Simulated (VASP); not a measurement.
Input for VASP

### INCAR
```
! general
SYSTEM   =  Mo3Ir
PREC     =  Accurate
ENCUT    =  300
LREAL    =  F
LASPH    =  T

! electronic loop
EDIFF    =  1E-6
NELM     =  100
ALGO     =  Normal
LMAXMIX  =  6

! smearing
ISMEAR   =  -1
SIGMA    =  0.1

! functional
GGA      =  PS

! ions
ISIF     =  2

! output
LWAVE    =  F
LCHARG   =  F
```

File KPOINTS:
```
Automatic
0
Gamma
 6 6 6
0 0 0
```

File POSCAR:
```
Mo3Ir
8.5911620
 -0.2244725452   0.2244725452   0.5000000000
  0.2244725452  -0.2244725452   0.5000000000
  0.2244725452   0.2244725452  -0.5000000000
Mo Ir
3 1
Cart
  0.0000000000   0.0000000000   0.5000000000
  0.0000000000   0.2244725452   0.2500000000
  0.2244725452   0.0000000000   0.2500000000
  0.0000000000   0.0000000000   0.0000000000
```

POTCAR, in this order: Mo_sv Ir (PBE.64 set). Program: vasp_std.

Task: Translate this PBEsol calculation to Ansatz.

Result: One equivalent input (not run):
Ansatz 0.2 input:
```yaml
crystal:
  lattice:
    - [-1.9284800, 1.9284800, 4.2955810]
    - [1.9284800, -1.9284800, 4.2955810]
    - [1.9284800, 1.9284800, -4.2955810]
  atoms:
    - { symbol: Mo, position: [0.5000000, 0.5000000, 0.0000000] }
    - { symbol: Mo, position: [0.7500000, 0.2500000, 0.5000000] }
    - { symbol: Mo, position: [0.2500000, 0.7500000, 0.5000000] }
    - { symbol: Ir, position: [0.0000000, 0.0000000, 0.0000000] }
kpoints:
  mp_grid: { grid: [6, 6, 6] }
hamiltonian:
  xc: pbesol
  pseudopotentials: { kind: paw }
scf:
  occupations: { method: fermi_dirac, width: 0.1 }
  max_iter: 100
output: { forces: true, stress: true, eigenvalues: true }
```
Limits of the translation: each code has its own PAW files, so the cut-off isn't converted (ENCUT is set for VASP's; basis.ecutwfc is left out, and Ansatz then takes the one that its files recommend); Ansatz stops its SCF on the density residual and VASP on the energy change (EDIFF).

The structure was generated: Mo3Ir was put into an ordered model structure, which need not be its known phase. The cell was not relaxed at this level. The k-mesh is coarse (spacing up to 0.38 per Å, 2π included), so the numbers may not be converged in it. The run is one of a series of settings (GGA = PS against the base run), some of them coarse on purpose.
